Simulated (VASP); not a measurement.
# Al(111) over its thickness, part 3 of 7

How many layers does a slab of Al(111) need before surface energy, work function and relaxation settle?

VASP 6.6.1; PBE; plane waves and PAW (Al).

So far. Step 4 (Relaxing the slab, layers 4): The run ended after 3 ionic steps, 0.001 eV below its first step, once the forces on the free atoms met EDIFFG = -0.01. Step 5 (The vacuum level, layers 4): The vacuum level lies 4.03 eV above the Fermi level at the upper face; both faces agree, as the slab has next to no dipole.

## (6) Surface relaxation, layers 5

System of this step: Al(111). The cell holds 5 atoms: 5 Al. Cell: a = 2.856 Å, b = 2.856 Å, c = 24.329 Å, α = 90.0°, β = 90.0°, γ = 60.0°. It derives from Al. 5 layers of fcc Al, cut at this functional's lattice. Vacuum lies along c.

INCAR reads:

```
SYSTEM = Al
PREC = Normal
ENCUT = 320
EDIFF = 1E-06
NELM = 120
ISMEAR = 1
SIGMA = 0.15
LREAL = .FALSE.
ALGO = Fast
GGA = PE
NBANDS = 13
LORBIT = 11
LWAVE = .FALSE.
LCHARG = .FALSE.
KPAR = 4
IBRION = 2
NSW = 50
ISIF = 2
EDIFFG = -0.01
POTIM = 0.4
MAXMIX = 40
```

POSCAR reads:

```
Al
1.0
    2.8564818028      0.0000000000      0.0000000000
    1.4282409014      2.4737858067      0.0000000000
    0.0000000000      0.0000000000     24.3292305019
Al
5
Direct
    0.6666666700      0.6666666700      0.3082711600
    0.0000000000      0.0000000000      0.4041355800
    0.3333333300      0.3333333300      0.5000000000
    0.6666666700      0.6666666700      0.5958644200
    0.0000000000      0.0000000000      0.6917288400
```

KPOINTS reads:

```
Automatic mesh
0
Gamma
15 15 1
0 0 0
```

The projector-augmented-wave data sets are Al (PBE family, release 64).

Launch:

```bash
$ mpirun -np 4 vasp_std
```

What it wrote:

```text
[banner, memory and clock lines left out]
running    4 mpi-ranks, on    1 nodes
[...]
LDA part: xc-table for (Slater+PW92), standard interpolation
 POSCAR, INCAR and KPOINTS ok, starting setup
[...]
entering main loop
       N       E                     dE             d eps       ncg     rms          rms(c)
DAV:   1     0.259846598947E+02    0.25985E+02   -0.36236E+03   702   0.550E+02
DAV:   2    -0.166064520866E+02   -0.42591E+02   -0.37847E+02   940   0.109E+02
DAV:   3    -0.185687726940E+02   -0.19623E+01   -0.18898E+01   951   0.230E+01
DAV:   4    -0.186273875136E+02   -0.58615E-01   -0.58552E-01   978   0.499E+00
[...]
RMM:  20    -0.179927983346E+02   -0.33856E-05   -0.42647E-07   477   0.407E-03    0.136E-03
RMM:  21    -0.179927994164E+02   -0.10818E-05   -0.18885E-07   440   0.293E-03    0.811E-04
RMM:  22    -0.179927994741E+02   -0.57718E-07   -0.54646E-08   371   0.218E-03
   1 F= -.17992799E+02 E0= -.17993305E+02  d E =-.179928E+02
[... from here on, the cycles between the ionic steps are left out ...]
   2 F= -.17993689E+02 E0= -.17994167E+02  d E =-.889130E-03
   3 F= -.17994923E+02 E0= -.17995261E+02  d E =-.212394E-02
   4 F= -.17994933E+02 E0= -.17995255E+02  d E =-.213343E-02
   5 F= -.17995249E+02 E0= -.17995546E+02  d E =-.316020E-03
   6 F= -.17996016E+02 E0= -.17996225E+02  d E =-.108318E-02
   7 F= -.17996771E+02 E0= -.17996768E+02  d E =-.183838E-02
[...]
reached required accuracy - stopping structural energy minimisation
```

Wall time 8.2 s (4 MPI ranks of Intel Xeon 6975P-C (Granite Rapids), shared host); peak memory 0.62 GiB; 28 s of CPU time.

Parts of OUTCAR (step 6):

```text
  Total       -1.4155761     -1.4155761      0.0057471     -0.0000000      0.0000000      0.0000000
  in kB      -13.1923408    -13.1923408      0.0535592     -0.0000000      0.0000000      0.0000000
  external PRESSURE =      -8.7770408 kB  Pullay stress =       0.0000000 kB

 POSITION                                       TOTAL-FORCE (eV/Angst)
 -----------------------------------------------------------------------------------
      2.85648      1.64919      7.45626         0.000000      0.000000     -0.003943
      0.00000      0.00000      9.81681         0.000000     -0.000000     -0.005341
      1.42824      0.82460     12.16462         0.000000     -0.000000      0.000000
      2.85648      1.64919     14.51242        -0.000000      0.000000      0.005341
      0.00000      0.00000     16.87297        -0.000000     -0.000000      0.003943
 -----------------------------------------------------------------------------------
    total drift:                                0.000000      0.000000     -0.000000

  FREE ENERGIE OF THE ION-ELECTRON SYSTEM (eV)
  ---------------------------------------------------
  free  energy   TOTEN  =       -17.9967712820 eV

  energy  without entropy=      -17.9967620313  energy(sigma->0) =      -17.99676820

[... 1 part as in an earlier step ...]

[... 3 further parts left out ...]
[key lines of the parts left out:]
E-fermi :   1.7695
```

Step by step:

| step | energy less that of the first step (eV) | largest force (eV/Å) |
| --- | --- | --- |
| 1 | 0.0000 | 0.1039 |
| 2 | -0.0009 | 0.0836 |
| 3 | -0.0021 | 0.0411 |
| 4 | -0.0021 | 0.0461 |
| 5 | -0.0024 | 0.0433 |
| 6 | -0.0032 | 0.0301 |
| 7 | -0.0040 | 0.0053 |

The atoms that moved most (Å):

| atom | dx | dy | dz | length |
| --- | --- | --- | --- | --- |
| Al1 | 0.000 | 0.000 | -0.044 | 0.044 |
| Al5 | 0.000 | 0.000 | 0.044 | 0.044 |
| Al4 | 0.000 | 0.000 | 0.015 | 0.015 |
| Al2 | 0.000 | 0.000 | -0.015 | 0.015 |

The relaxed structure:

```xyz
5
Lattice="2.8565 0.0000 0.0000 1.4282 2.4738 0.0000 0.0000 0.0000 24.3292" Properties=species:S:1:pos:R:3
Al    2.8565    1.6492    7.4563
Al    0.0000    0.0000    9.8168
Al    1.4282    0.8246   12.1646
Al    2.8565    1.6492   14.5124
Al    0.0000    0.0000   16.8730
```

The run ended after 7 ionic steps, 0.004 eV below its first step, once the forces on the free atoms met EDIFFG = -0.01.

## (7) The vacuum level, layers 5

INCAR, as its differences from that of step 6:

```diff
@@ -15,7 +15,6 @@
 KPAR = 4
-IBRION = 2
-NSW = 50
-ISIF = 2
-EDIFFG = -0.01
-POTIM = 0.4
-MAXMIX = 40
+IDIPOL = 3
+LDIPOL = .TRUE.
+DIPOL = 0.5 0.5 0.5
+LVHAR = .TRUE.
+LVACPOTAV = .TRUE.
```

POSCAR reads:

```
Al
1.0
    2.8564818028      0.0000000000      0.0000000000
    1.4282409014      2.4737858067      0.0000000000
    0.0000000000      0.0000000000     24.3292305019
Al
5
Direct
    0.6666666700      0.6666666700      0.3064734639
    0.0000000000      0.0000000000      0.4034985752
    0.3333333300      0.3333333300      0.5000000000
    0.6666666700      0.6666666700      0.5965014248
    0.0000000000      0.0000000000      0.6935265361
```

KPOINTS is that of step 6.

Launch:

```bash
$ mpirun -np 4 vasp_std
```

What it wrote:

```text
[... set-up lines as in an earlier step ...]
 entering main loop
       N       E                     dE             d eps       ncg     rms          rms(c)
DAV:   1     0.256221500072E+02    0.25622E+02   -0.36177E+03   702   0.550E+02
DAV:   2    -0.166080159471E+02   -0.42230E+02   -0.37526E+02   940   0.108E+02
DAV:   3    -0.185600990385E+02   -0.19521E+01   -0.18809E+01   961   0.228E+01
DAV:   4    -0.186188066079E+02   -0.58708E-01   -0.58648E-01   981   0.497E+00
[...]
RMM:  19    -0.179967652761E+02   -0.18190E-04   -0.23675E-06   691   0.641E-03    0.161E-03
RMM:  20    -0.179967697571E+02   -0.44810E-05   -0.56494E-07   617   0.420E-03    0.127E-03
RMM:  21    -0.179967705834E+02   -0.82632E-06   -0.15627E-07   494   0.284E-03
 [... a notice as in an earlier step ...]

   1 F= -.17996771E+02 E0= -.17996764E+02  d E =-.188403E-04
```

Elapsed: 3.4 s, on 4 MPI ranks; peak memory 0.56 GiB; 10 s of CPU time.

OUTCAR, selected parts (step 7):

```text
  Total       -1.4161385     -1.4161385      0.0056747      0.0000000      0.0000000      0.0000000
  in kB      -13.1975825    -13.1975825      0.0528845      0.0000000      0.0000000      0.0000000
  external PRESSURE =      -8.7807602 kB  Pullay stress =       0.0000000 kB

 POSITION                                       TOTAL-FORCE (eV/Angst)
 -----------------------------------------------------------------------------------
      2.85648      1.64919      7.45626        -0.000000      0.000000     -0.004889
      0.00000      0.00000      9.81681         0.000000     -0.000000     -0.003707
      1.42824      0.82460     12.16462        -0.000000     -0.000000      0.000000
      2.85648      1.64919     14.51242        -0.000000      0.000000      0.003707
      0.00000      0.00000     16.87297         0.000000      0.000000      0.004889
 -----------------------------------------------------------------------------------
    total drift:                                0.000000      0.000000     -0.000000

  FREE ENERGIE OF THE ION-ELECTRON SYSTEM (eV)
  ---------------------------------------------------
  free  energy   TOTEN  =       -17.9967705834 eV

  energy  without entropy=      -17.9967517431  energy(sigma->0) =      -17.99676430

[... 2 parts as in an earlier step ...]

[... 1 further part left out ...]
[key lines of the parts left out:]
E-fermi :   1.7698
```

Zero at the Fermi level. The planar average of the electrostatic potential by height:

height (Å), planar average of the electrostatic potential (eV) and a bar from the least value:
```
      0.0        4.1 ##############################
      0.5        4.1 ##############################
      1.0        4.1 ##############################
      1.5        4.1 ##############################
      2.0        4.1 ##############################
      2.5        4.1 ##############################
      3.0        4.1 ##############################
      3.5        4.1 ##############################
      4.0        4.1 ##############################
      4.5        4.1 ##############################
      5.0        4.0 ##############################
      5.5        3.7 #############################
      6.0        2.7 ############################
      6.5       -0.4 ########################
      7.0       -9.8 ###########
      7.5      -17.8 
      8.0       -7.6 ##############
      8.5       -0.7 ########################
      9.0       -2.3 #####################
      9.5      -13.6 ######
     10.0      -16.5 ##
     10.5       -4.5 ##################
     11.0       -0.5 ########################
     11.5       -4.8 ##################
     12.0      -16.7 ##
     12.5      -13.2 #######
     13.0       -2.2 #####################
     13.5       -0.9 #######################
     14.0       -8.4 #############
     14.5      -18.0 
     15.0       -9.1 ############
     15.5       -0.9 #######################
     16.0       -1.7 ######################
     16.5      -12.1 ########
     17.0      -17.2 #
     17.5       -5.5 #################
     18.0        1.0 ##########################
     18.5        3.2 #############################
     19.0        3.8 ##############################
     19.5        4.0 ##############################
     20.0        4.1 ##############################
     20.5        4.1 ##############################
     21.0        4.1 ##############################
     21.5        4.1 ##############################
     22.0        4.1 ##############################
     22.5        4.1 ##############################
     23.0        4.1 ##############################
     23.5        4.1 ##############################
     24.0        4.1 ##############################
```

The vacuum level lies 4.09 eV above the Fermi level at the upper face; both faces agree, as the slab has next to no dipole.

The program found no field-free point at its default tolerance, but its printed level agrees with the flat part of the planar average.

## (8) Surface relaxation, layers 6

System of this step: Al(111). The cell holds 6 atoms: 6 Al. Cell: a = 2.856 Å, b = 2.856 Å, c = 26.662 Å, α = 90.0°, β = 90.0°, γ = 60.0°. It derives from Al. 6 layers of fcc Al, cut at this functional's lattice. Vacuum lies along c.

INCAR reads:

```
SYSTEM = Al
PREC = Normal
ENCUT = 320
EDIFF = 1E-06
NELM = 120
ISMEAR = 1
SIGMA = 0.15
LREAL = .FALSE.
ALGO = Fast
GGA = PE
NBANDS = 15
LORBIT = 11
LWAVE = .FALSE.
LCHARG = .FALSE.
KPAR = 4
IBRION = 2
NSW = 50
ISIF = 2
EDIFFG = -0.01
POTIM = 0.4
MAXMIX = 40
```

POSCAR reads:

```
Al
1.0
    2.8564818028      0.0000000000      0.0000000000
    1.4282409014      2.4737858067      0.0000000000
    0.0000000000      0.0000000000     26.6615381274
Al
6
Direct
    0.3333333300      0.3333333300      0.2813041000
    0.6666666700      0.6666666700      0.3687824600
    0.0000000000      0.0000000000      0.4562608200
    0.3333333300      0.3333333300      0.5437391800
    0.6666666700      0.6666666700      0.6312175400
    0.0000000000      0.0000000000      0.7186959000
```

KPOINTS is that of step 7.

Launch:

```bash
$ mpirun -np 4 vasp_std
```

What it wrote:

```text
[banner, memory and clock lines left out]
running    4 mpi-ranks, on    1 nodes
[...]
LDA part: xc-table for (Slater+PW92), standard interpolation
 POSCAR, INCAR and KPOINTS ok, starting setup
[...]
entering main loop
       N       E                     dE             d eps       ncg     rms          rms(c)
DAV:   1     0.305041112305E+02    0.30504E+02   -0.46557E+03   810   0.610E+02
DAV:   2    -0.201328534585E+02   -0.50637E+02   -0.47195E+02  1083   0.116E+02
DAV:   3    -0.223718800395E+02   -0.22390E+01   -0.21886E+01  1155   0.246E+01
DAV:   4    -0.224422854047E+02   -0.70405E-01   -0.70218E-01  1253   0.529E+00
[...]
RMM:  20    -0.217415908040E+02   -0.10510E-04   -0.13968E-06   576   0.469E-03    0.143E-03
RMM:  21    -0.217415927378E+02   -0.19338E-05   -0.32185E-07   502   0.320E-03    0.863E-04
RMM:  22    -0.217415928701E+02   -0.13230E-06   -0.99641E-08   438   0.233E-03
   1 F= -.21741593E+02 E0= -.21742217E+02  d E =-.217416E+02
[... from here on, the cycles between the ionic steps are left out ...]
   2 F= -.21741892E+02 E0= -.21742476E+02  d E =-.299480E-03
   3 F= -.21742505E+02 E0= -.21742967E+02  d E =-.912252E-03
   4 F= -.21742490E+02 E0= -.21742714E+02  d E =-.897292E-03
   5 F= -.21742699E+02 E0= -.21743043E+02  d E =-.110603E-02
   6 F= -.21743047E+02 E0= -.21743390E+02  d E =-.348462E-03
   7 F= -.21743625E+02 E0= -.21743943E+02  d E =-.926023E-03
   8 F= -.21743636E+02 E0= -.21743926E+02  d E =-.937426E-03
   9 F= -.21743969E+02 E0= -.21744216E+02  d E =-.333125E-03
  10 F= -.21744051E+02 E0= -.21744277E+02  d E =-.414675E-03
[...]
reached required accuracy - stopping structural energy minimisation
```

Elapsed: 16 s, on 4 MPI ranks; peak memory 0.66 GiB.

OUTCAR, selected parts (step 8):

```text
  Total       -1.3507585     -1.3507585     -0.0386409      0.0000000      0.0000000      0.0000000
  in kB      -11.4870772    -11.4870772     -0.3286089      0.0000000      0.0000000      0.0000000
  external PRESSURE =      -7.7675878 kB  Pullay stress =       0.0000000 kB

 POSITION                                       TOTAL-FORCE (eV/Angst)
 -----------------------------------------------------------------------------------
      1.42824      0.82460      7.45839        -0.000000     -0.000000     -0.002857
      2.85648      1.64919      9.81241         0.000000      0.000000      0.001002
      1.42824      2.47379     12.15815         0.000000      0.000000     -0.005669
      1.42824      0.82460     14.50339         0.000000      0.000000      0.005669
      2.85648      1.64919     16.84912         0.000000      0.000000     -0.001002
      0.00000      0.00000     19.20315         0.000000      0.000000      0.002857
 -----------------------------------------------------------------------------------
    total drift:                               -0.000000     -0.000000      0.000000

  FREE ENERGIE OF THE ION-ELECTRON SYSTEM (eV)
  ---------------------------------------------------
  free  energy   TOTEN  =       -21.7440510038 eV

  energy  without entropy=      -21.7447277490  energy(sigma->0) =      -21.74427659

[... 1 part as in an earlier step ...]

[... 3 further parts left out ...]
[key lines of the parts left out:]
E-fermi :   2.3519
```

Step by step:

| step | energy less that of the first step (eV) | largest force (eV/Å) |
| --- | --- | --- |
| 1 | 0.0000 | 0.0640 |
| 2 | -0.0003 | 0.0555 |
| 3 | -0.0009 | 0.0306 |
| 4 | -0.0009 | 0.0716 |
| 5 | -0.0011 | 0.0476 |
| 6 | -0.0015 | 0.0383 |
| 7 | -0.0020 | 0.0410 |
| 8 | -0.0020 | 0.0472 |
| 9 | -0.0024 | 0.0214 |
| 10 | -0.0025 | 0.0057 |

The atoms that moved most (Å):

| atom | dx | dy | dz | length |
| --- | --- | --- | --- | --- |
| Al1 | 0.000 | 0.000 | -0.042 | 0.042 |
| Al6 | 0.000 | 0.000 | 0.042 | 0.042 |
| Al5 | 0.000 | 0.000 | 0.020 | 0.020 |
| Al2 | 0.000 | 0.000 | -0.020 | 0.020 |
| Al3 | 0.000 | 0.000 | -0.006 | 0.006 |
| Al4 | 0.000 | 0.000 | 0.006 | 0.006 |

Final coordinates:

```xyz
6
Lattice="2.8565 0.0000 0.0000 1.4282 2.4738 0.0000 0.0000 0.0000 26.6615" Properties=species:S:1:pos:R:3
Al    1.4282    0.8246    7.4584
Al    2.8565    1.6492    9.8124
Al    0.0000    0.0000   12.1581
Al    1.4282    0.8246   14.5034
Al    2.8565    1.6492   16.8491
Al    0.0000    0.0000   19.2032
```

The run ended after 10 ionic steps, 0.002 eV below its first step, once the forces on the free atoms met EDIFFG = -0.01.

## (9) The vacuum level, layers 6

INCAR, as its differences from that of step 8:

```diff
@@ -15,7 +15,6 @@
 KPAR = 4
-IBRION = 2
-NSW = 50
-ISIF = 2
-EDIFFG = -0.01
-POTIM = 0.4
-MAXMIX = 40
+IDIPOL = 3
+LDIPOL = .TRUE.
+DIPOL = 0.5 0.5 0.5
+LVHAR = .TRUE.
+LVACPOTAV = .TRUE.
```

POSCAR reads:

```
Al
1.0
    2.8564818028      0.0000000000      0.0000000000
    1.4282409014      2.4737858067      0.0000000000
    0.0000000000      0.0000000000     26.6615381274
Al
6
Direct
    0.3333333300      0.3333333300      0.2797433345
    0.6666666700      0.6666666700      0.3680363031
    0.0000000000      0.0000000000      0.4560182038
    0.3333333300      0.3333333300      0.5439817962
    0.6666666700      0.6666666700      0.6319636969
    0.0000000000      0.0000000000      0.7202566655
```

KPOINTS is that of step 8.

Launch:

```bash
$ mpirun -np 4 vasp_std
```

What it wrote:

```text
[... set-up lines as in an earlier step ...]
 entering main loop
       N       E                     dE             d eps       ncg     rms          rms(c)
DAV:   1     0.300964515171E+02    0.30096E+02   -0.46495E+03   810   0.609E+02
DAV:   2    -0.201257357650E+02   -0.50222E+02   -0.46872E+02  1083   0.115E+02
DAV:   3    -0.223605094764E+02   -0.22348E+01   -0.21784E+01  1162   0.245E+01
DAV:   4    -0.224300996891E+02   -0.69590E-01   -0.69412E-01  1232   0.526E+00
[...]
RMM:  20    -0.217440486621E+02   -0.10725E-04   -0.11849E-06   747   0.485E-03    0.142E-03
RMM:  21    -0.217440505569E+02   -0.18948E-05   -0.29114E-07   606   0.315E-03    0.118E-03
RMM:  22    -0.217440510229E+02   -0.46601E-06   -0.92764E-08   491   0.228E-03
 [... a notice as in an earlier step ...]

   1 F= -.21744051E+02 E0= -.21744280E+02  d E =0.686189E-03
```

The job ended after 5 s (4 MPI ranks; peak memory 0.57 GiB; 16 s of CPU time).

From OUTCAR (step 9):

```text
  Total       -1.3498932     -1.3498932     -0.0381082     -0.0000000      0.0000000      0.0000000
  in kB      -11.4797181    -11.4797181     -0.3240783     -0.0000000      0.0000000      0.0000000
  external PRESSURE =      -7.7611715 kB  Pullay stress =       0.0000000 kB

 POSITION                                       TOTAL-FORCE (eV/Angst)
 -----------------------------------------------------------------------------------
      1.42824      0.82460      7.45839         0.000000      0.000000     -0.001955
      2.85648      1.64919      9.81241        -0.000000      0.000000     -0.000531
      0.00000      0.00000     12.15815        -0.000000     -0.000000     -0.005751
      1.42824      0.82460     14.50339         0.000000      0.000000      0.005751
      2.85648      1.64919     16.84912        -0.000000      0.000000      0.000531
      0.00000      0.00000     19.20315        -0.000000     -0.000000      0.001955
 -----------------------------------------------------------------------------------
    total drift:                               -0.000000     -0.000000      0.000000

  FREE ENERGIE OF THE ION-ELECTRON SYSTEM (eV)
  ---------------------------------------------------
  free  energy   TOTEN  =       -21.7440510229 eV

  energy  without entropy=      -21.7447372123  energy(sigma->0) =      -21.74427975

[... 2 parts as in an earlier step ...]

[... 1 further part left out ...]
[key lines of the parts left out:]
E-fermi :   2.3515
```

The vacuum level lies 4.01 eV above the Fermi level at the upper face; both faces agree, as the slab has next to no dipole.

The program found no field-free point at its default tolerance, but its printed level agrees with the flat part of the planar average.

(Part 3 of 7 ends here.)

[Lines on the potential files, build, host, timing and source positions are cut from VASP's logs without a mark.]

[Logs are printed without paths, hosts, clocks, repeated set-up lines and the standing remarks that a program may print on its own settings, such as how far it seeks lower states.]

[Hosts, paths, dates, database ids (printed as entryN), source tags and the programs' standing remarks are cut or masked in the printed files.]

[Runs that stopped without an error message from VASP are left out.]
